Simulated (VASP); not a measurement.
VASP runs on Br (space group Cmce) share one base input (PBE GGA, plane waves, VASP's PBE PAW potentials (set 64)) and change the settings named in each case.

INCAR:
```
SYSTEM = Br
PREC = Accurate
ENCUT = 300
EDIFF = 1E-6
NELM = 100
ALGO = Normal
LREAL = .FALSE.
LASPH = .TRUE.
ISMEAR = -1
SIGMA = 0.01
GGA = PE
LMAXMIX = 4
LWAVE = .FALSE.
LCHARG = .FALSE.
ISIF = 2
```

File KPOINTS:
```
Automatic mesh
0
Gamma
5 5 2
0 0 0
```

### POSCAR
```
Br
1.0
  2.2402240000  -3.3353340000   0.0000000000
  2.2402240000   3.3353340000   0.0000000000
  0.0000000000   0.0000000000   8.7208720000
Br
4
Direct
  0.8610000000   0.8610000000   0.8890000000
  0.6390000000   0.6390000000   0.3890000000
  0.3610000000   0.3610000000   0.6110000000
  0.1390000000   0.1390000000   0.1110000000
```

POTCAR, in this order: Br (PBE.64 set). Program: vasp_std.

```
change                                                                                                                                      E(σ→0) (eV/atom)  pressure (GPa)  largest force (eV/Å)
------------------------------------------------------------------------------------------------------------------------------------------  ----------------  --------------  --------------------
base run                                                                                                                                             -1.5953            1.91                 0.745
GGA removed, POTCAR Br (LDA.64 set)                                                                                                                  -2.0451             [?]                   [?]
GGA_COMPAT = .FALSE., LNONCOLLINEAR = .TRUE., LSORBIT = .TRUE., MAGMOM = 0.0 0.0 0.0 0.0 0.0 0.0 0.0 0.0 0.0 0.0 0.0 0.0, program vasp_ncl           -1.6268             [?]                   [?]
KPOINTS 3×3×2 Γ-centred mesh                                                                                                                         -1.5963            1.88                 0.744
```

Task: Complete the blanks.

Result: 
- GGA_COMPAT = .FALSE., LNONCOLLINEAR = .TRUE., LSORBIT = .TRUE., MAGMOM = 0.0 0.0 0.0 0.0 0.0 0.0 0.0 0.0 0.0 0.0 0.0 0.0, program vasp_ncl, pressure (GPa): 2.00
- GGA_COMPAT = .FALSE., LNONCOLLINEAR = .TRUE., LSORBIT = .TRUE., MAGMOM = 0.0 0.0 0.0 0.0 0.0 0.0 0.0 0.0 0.0 0.0 0.0 0.0, program vasp_ncl, largest force (eV/Å): 0.789
- GGA removed, POTCAR Br (LDA.64 set), pressure (GPa): -1.37
- GGA removed, POTCAR Br (LDA.64 set), largest force (eV/Å): 0.618

Energies of different potentials or functionals have different zeros.

Left out are runs that ran out of time, are held back, or changed the cell or the kind of run, fixed moments of cells without a moment, rows past the twelfth, gaps on odd meshes, pressures of charged cells and columns that move by less than the noise.

The structure is a typed Br crystal. The cell was not relaxed at this level, forces remain on its atoms, its lattice was scaled by up to 2.5 %.
